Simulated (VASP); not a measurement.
Crystal: Fe2O3.

```
Fe O
1.0
     2.51900    1.45435    4.59067
    -2.51900    1.45435    4.59067
     0.00000   -2.90869    4.59067
Fe O
4 6
Direct
  0.35530 0.35530 0.35530
  0.14470 0.14470 0.14470
  0.64470 0.64470 0.64470
  0.85530 0.85530 0.85530
  0.55590 0.94410 0.25000
  0.25000 0.55590 0.94410
  0.94410 0.25000 0.55590
  0.44410 0.05590 0.75000
  0.75000 0.44410 0.05590
  0.05590 0.75000 0.44410
```

| Item | Value |
| --- | --- |
| Program | VASP 6.6.1 |
| Task | relaxation of cell and atoms |
| Functional | PBE |
| Potentials or basis | VASP PAW PBE potentials, release 64 (Fe, O) |
| Cutoff | 600 eV |
| k mesh | 9 × 9 × 9 |
| Occupations | methfessel-paxton, width 0.1 eV |
| Spin | collinear spin, ferromagnetic start |
| Starting moments | [4.0, 4.0, 4.0, 4.0, 0.0, 0.0, 0.0, 0.0, 0.0, 0.0] μB |
| Hubbard terms | Fe d U = 5.3 eV |

At the start: pressure 6.8 GPa; volume 10.09 Å³/atom.

Q: Where does the relaxation end?

A: Over 10 steps the energy falls by 10.3 meV/atom and the volume is 10.43 Å³/atom (+3.3 %); space group R-3c (No. 167, to 0.05 Å); moment 20.00 μB per cell.

The path:
| step | energy change (eV) | largest force (eV/Å) | pressure (GPa) | volume (Å³) |
| --- | --- | --- | --- | --- |
| 1 | 0.0000 | 0.4158 | 6.82 | 100.91 |
| 2 | -0.0486 | 0.0846 | -5.26 | 107.31 |
| 3 | -0.0941 | 0.1996 | -0.69 | 104.60 |
| 4 | -0.0940 | 0.2034 | -0.45 | 104.52 |
| 5 | -0.1015 | 0.0795 | 0.01 | 104.20 |
| 6 | -0.1022 | 0.0311 | 0.27 | 104.08 |
| 7 | -0.1024 | 0.0117 | -0.18 | 104.32 |
| 8 | -0.1024 | 0.0143 | -0.08 | 104.29 |
| 9 | -0.1024 | 0.0133 | -0.15 | 104.30 |
| 10 | -0.1026 | 0.0062 | -0.06 | 104.28 |

Final structure:
```
Fe O
1.0
     2.55467    1.47494    4.61235
    -2.55467    1.47494    4.61235
     0.00000   -2.94988    4.61235
Fe O
4 6
Direct
  0.35328 0.35328 0.35328
  0.14672 0.14672 0.14672
  0.64672 0.64672 0.64672
  0.85328 0.85328 0.85328
  0.55406 0.94594 0.25000
  0.25000 0.55406 0.94594
  0.94594 0.25000 0.55406
  0.44594 0.05406 0.75000
  0.75000 0.44594 0.05406
  0.05406 0.75000 0.44594
```

Caveat: only a ferromagnetic start was run, and an antiferromagnetic order may lie lower in energy.
